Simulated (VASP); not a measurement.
Output of a VASP run:

OUTCAR:
```
 ion  position               nearest neighbor table
   1  0.000  0.000  0.000-   2 2.51   3 2.51   2 2.51   3 2.51   3 2.51   3 2.51   2 2.51   2 2.51
                             3 2.51   3 2.51   2 2.51   2 2.51
   2  0.333  0.667  0.500-   3 1.81   3 1.81   3 1.81   1 2.51   1 2.51   1 2.51   1 2.51   1 2.51
                             1 2.51
   3  0.667  0.333  0.500-   2 1.81   2 1.81   2 1.81   1 2.51   1 2.51   1 2.51   1 2.51   1 2.51
                             1 2.51
  LATTYP: Found a hexagonal cell.
 ALAT       =     3.1328040307
 C/A-ratio  =     1.1146242425
 Subroutine PRICEL returns:
 Original cell was already a primitive cell.
 Subroutine GETGRP returns: Found 24 space group operations
The static configuration has the point symmetry D_6h.
The dynamic configuration has the point symmetry D_6h.
 Subroutine INISYM returns: Found 24 space group operations
 Subroutine IBZKPT returns following result:
 Found     80 irreducible k-points:

 Following reciprocal coordinates:
            Coordinates               Weight
  0.000000  0.000000  0.000000      1.000000
  0.090909 -0.000000  0.000000      6.000000
  0.181818  0.000000  0.000000      6.000000
  0.272727 -0.000000  0.000000      6.000000
  0.363636 -0.000000  0.000000      6.000000
  0.454545 -0.000000  0.000000      6.000000
  0.090909  0.090909  0.000000      6.000000
  0.181818  0.090909  0.000000     12.000000
  0.272727  0.090909  0.000000     12.000000
  0.363636  0.090909  0.000000     12.000000
  0.454545  0.090909  0.000000      6.000000
  0.181818  0.181818  0.000000      6.000000
  0.272727  0.181818  0.000000     12.000000
  0.363636  0.181818  0.000000     12.000000
  0.272727  0.272727  0.000000      6.000000
  0.363636  0.272727  0.000000      6.000000
  0.000000  0.000000  0.111111      2.000000
  0.090909 -0.000000  0.111111     12.000000
  0.181818  0.000000  0.111111     12.000000
  0.272727 -0.000000  0.111111     12.000000
  0.363636 -0.000000  0.111111     12.000000
  0.454545 -0.000000  0.111111     12.000000
  0.090909  0.090909  0.111111     12.000000
  0.181818  0.090909  0.111111     24.000000
  0.272727  0.090909  0.111111     24.000000
  0.363636  0.090909  0.111111     24.000000
  0.454545  0.090909  0.111111     12.000000
  0.181818  0.181818  0.111111     12.000000
  0.272727  0.181818  0.111111     24.000000
  0.363636  0.181818  0.111111     24.000000
  0.272727  0.272727  0.111111     12.000000
  0.363636  0.272727  0.111111     12.000000
  0.000000  0.000000  0.222222      2.000000
  0.090909 -0.000000  0.222222     12.000000
  0.181818  0.000000  0.222222     12.000000
  0.272727 -0.000000  0.222222     12.000000
  0.363636 -0.000000  0.222222     12.000000
  0.454545 -0.000000  0.222222     12.000000
  0.090909  0.090909  0.222222     12.000000
  0.181818  0.090909  0.222222     24.000000
   k-points           NKPTS =     80   k-points in BZ     NKDIM =     80   number of bands    NBANDS=     13
   number of dos      NEDOS =    301   number of ions     NIONS =      3
   total plane-waves  NPLWV =  21952
   dimension x,y,z NGX =    28 NGY =   28 NGZ =   28
   dimension x,y,z NGXF=    56 NGYF=   56 NGZF=   56
   ions per type =               1   2
   PREC   = accura    normal or accurate (medium, high low for compatibility)
   ISTART =      0    job   : 0-new  1-cont  2-samecut
   ICHARG =      2    charge: 1-file 2-atom 10-const
   ISPIN  =      1    spin polarized calculation?
   LNONCOLLINEAR =      F non collinear calculations
   LSORBIT =      F    spin-orbit coupling
   INIWAV =      1    electr: 0-lowe 1-rand  2-diag
   ENCUT  =  620.0 eV  45.57 Ry    6.75 a.u.   6.36  6.36  7.09*2*pi/ulx,y,z
   NELM   =    100;   NELMIN=  2; NELMDL= -5     # of ELM steps
   EDIFF  = 0.1E-05   stopping-criterion for ELM
   LREAL  =      F    real-space projection
   NLSPLINE    = F    spline interpolate recip. space projectors
   LMAXMIX     =    4 max onsite mixed and CHGCAR
...
```

**OSZICAR**
```
...
DAV:  11    -0.249472094654E+02   -0.11186E-04   -0.30195E-05  2777   0.651E-02    0.149E-02
DAV:  12    -0.249472096306E+02   -0.16526E-06   -0.23759E-06  2071   0.175E-02
   1 F= -.21242295E+02 E0= -.21242310E+02  d E =-.212423E+02
       N       E                     dE             d eps       ncg     rms          rms(c)
DAV:   1    -0.254116484282E+02   -0.46444E+00   -0.27824E+01  2168   0.601E+01    0.132E+01
DAV:   2    -0.246192475797E+02    0.79240E+00   -0.17974E+00  2202   0.166E+01    0.352E+00
DAV:   3    -0.245364172827E+02    0.82830E-01   -0.88379E-01  3133   0.780E+00    0.178E+00
DAV:   4    -0.245536037913E+02   -0.17187E-01   -0.37469E-02  2453   0.185E+00    0.531E-01
DAV:   5    -0.245633266045E+02   -0.97228E-02   -0.24645E-02  3093   0.111E+00    0.556E-01
DAV:   6    -0.245671531818E+02   -0.38266E-02   -0.40068E-03  3365   0.450E-01    0.166E-01
DAV:   7    -0.245673021896E+02   -0.14901E-03   -0.22886E-04  2603   0.159E-01    0.335E-02
DAV:   8    -0.245673204782E+02   -0.18289E-04   -0.16875E-05  3245   0.448E-02    0.105E-02
DAV:   9    -0.245673223836E+02   -0.19054E-05   -0.54583E-07  1370   0.101E-02    0.382E-03
DAV:  10    -0.245673230786E+02   -0.69507E-06   -0.34587E-07  1130   0.667E-03
   2 F= -.21181031E+02 E0= -.21181016E+02  d E =0.612639E-01
       N       E                     dE             d eps       ncg     rms          rms(c)
DAV:   1    -0.251578287056E+02   -0.59051E+00   -0.10633E+01  2175   0.384E+01    0.808E+00
DAV:   2    -0.248909685385E+02    0.26686E+00   -0.10245E+00  2213   0.121E+01    0.218E+00
DAV:   3    -0.248477111787E+02    0.43257E-01   -0.23842E-01  3114   0.417E+00    0.808E-01
DAV:   4    -0.248529277466E+02   -0.52166E-02   -0.12344E-02  2604   0.910E-01    0.349E-01
DAV:   5    -0.248568681547E+02   -0.39404E-02   -0.10197E-02  3154   0.632E-01    0.293E-01
DAV:   6    -0.248580757808E+02   -0.12076E-02   -0.12555E-03  3508   0.264E-01    0.850E-02
DAV:   7    -0.248581228525E+02   -0.47072E-04   -0.61853E-05  2603   0.794E-02    0.295E-02
DAV:   8    -0.248581283224E+02   -0.54699E-05   -0.84454E-06  3039   0.318E-02    0.864E-03
DAV:   9    -0.248581278026E+02    0.51983E-06   -0.54323E-07  1235   0.101E-02
   3 F= -.21273431E+02 E0= -.21273437E+02  d E =-.311358E-01
       N       E                     dE             d eps       ncg     rms          rms(c)
DAV:   1    -0.248558019757E+02    0.23263E-02   -0.14887E-03  2207   0.444E-01    0.937E-02
DAV:   2    -0.248557599175E+02    0.42058E-04   -0.12254E-04  2254   0.134E-01    0.243E-02
DAV:   3    -0.248557548885E+02    0.50290E-05   -0.36869E-05  3185   0.515E-02    0.107E-02
DAV:   4    -0.248557564991E+02   -0.16106E-05   -0.16531E-06  1741   0.113E-02    0.426E-03
DAV:   5    -0.248557575893E+02   -0.10902E-05   -0.12863E-06  1420   0.792E-03    0.334E-03
DAV:   6    -0.248557582374E+02   -0.64810E-06   -0.35485E-07  1100   0.494E-03
   4 F= -.21273439E+02 E0= -.21273444E+02  d E =-.311436E-01
       N       E                     dE             d eps       ncg     rms          rms(c)
DAV:   1    -0.248556825576E+02    0.75032E-04   -0.86469E-03  2240   0.942E-01    0.691E-02
DAV:   2    -0.248556032093E+02    0.79348E-04   -0.18552E-04  2355   0.121E-01    0.380E-02
DAV:   3    -0.248555707489E+02    0.32460E-04   -0.87887E-05  2400   0.864E-02    0.691E-03
DAV:   4    -0.248555706842E+02    0.64700E-07   -0.20229E-06  1724   0.134E-02
   5 F= -.21273500E+02 E0= -.21273498E+02  d E =-.609767E-04
```

File OUTCAR:
```
------------------------ aborting loop because EDIFF is reached ----------------------------------------
  FORCE on cell =-STRESS in cart. coord.  units (eV):
  Direction    XX          YY          ZZ          XY          YZ          ZX
  --------------------------------------------------------------------------------------
  Total        3.5896922      3.5896937      3.5890620      0.0000000      0.0000000     -0.0000000
  in kB      200.4255311    200.4256139    200.3903429      0.0000000      0.0000000     -0.0000000
  external PRESSURE =       0.4138293 kB  Pullay stress =     200.0000000 kB
  volume of cell :       28.70
      direct lattice vectors                 reciprocal lattice vectors
     1.549735587 -2.684221329 -0.000000000     0.322635683 -0.186273760  0.000000000
     1.549735587  2.684221329 -0.000000000     0.322635683  0.186273760  0.000000000
    -0.000000000  0.000000000  3.449124181     0.000000000 -0.000000000  0.289928674
 POSITION                                       TOTAL-FORCE (eV/Angst)
 -----------------------------------------------------------------------------------
      0.00000     -0.00000     -0.00000         0.000000     -0.000000      0.000000
      1.54974      0.89474      1.72456        -0.000000      0.000000     -0.000000
      1.54974     -0.89474      1.72456         0.000000     -0.000000      0.000000
 -----------------------------------------------------------------------------------
    total drift:                                0.000000      0.000000      0.000000
  FREE ENERGIE OF THE ION-ELECTRON SYSTEM (eV)
  ---------------------------------------------------
  free  energy   TOTEN  =       -24.8555706842 eV

  energy  without entropy=      -24.8555657267  energy(sigma->0) =      -24.85556903
  enthalpy is  TOTEN    =       -21.2734998564 eV   P V=        3.5820708278

 reached required accuracy - stopping structural energy minimisation
```
(Selected blocks of OUTCAR.)

### POSCAR
```
ZrB2
1
    1.5664018003    -2.7130879998     0.0000000000
    1.5664018003     2.7130879998     0.0000000000
    0.0000000000     0.0000000000     3.4918993196
Zr B
1 2
Direct
  0.0000000000   0.0000000000   0.0000000000
  0.3333330000   0.6666670000   0.5000000000
  0.6666670000   0.3333330000   0.5000000000
```

**Question.** Reconstruct the remaining input files.

**Answer.** Several could match; the one computed here: the input of the run itself, PBE GGA, plane waves, VASP's PBE PAW potentials (set 64).

File KPOINTS:
```
Automatic mesh
0
G
 11 11 9
```

INCAR:
```
SYSTEM = ZrB2
PREC = Accurate
ENCUT = 620
EDIFF = 1E-6
NELM = 100
ALGO = Normal
LREAL = .FALSE.
LASPH = .TRUE.
ISMEAR = 1
SIGMA = 0.1
GGA = PE
LMAXMIX = 4
LWAVE = .FALSE.
LCHARG = .FALSE.
IBRION = 2
ISIF = 3
NSW = 40
EDIFFG = -0.02
PSTRESS = 200
```

POTCAR, in this order: Zr_sv B (PBE.64 set). Program: vasp_std.

Energy and stress use the plane-wave basis of the starting cell.

The compound is ZrB2 in the AlB2 type structure. This run relaxes it under an external pressure of 20 GPa. Symmetry was kept, so distortions that lower it aren't found.
